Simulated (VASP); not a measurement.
A 63-atom supercell of Si (diamond) holds C on the Si site with a neighbouring Si vacancy in charge state +1. It is relaxed twice, with the total moment held at 1 and at 3 μB. Computed with PBE GGA, VASP's PBE PAW potentials (set 64) (plane waves; VASP). Numerical set-up: PREC = Normal, LREAL = Auto, ISYM = 0, NELECT = 251.0, EDIFF = 1E-5, 400 eV cut-off, 1×1×1 Γ-centred mesh, Gaussian smearing of 0.050 eV, potentials Si C.

The cell is charged, with a uniform compensating background. The supercell is sampled at Γ alone, which is coarse: total energies, pressure and levels can be off, energies of defects by several tenths of an eV.

Which spin state lies lower, and by how much?

The state with 1 μB lies lower, by 0.69 eV.

The cell is a supercell with a defect, built from Si (diamond).
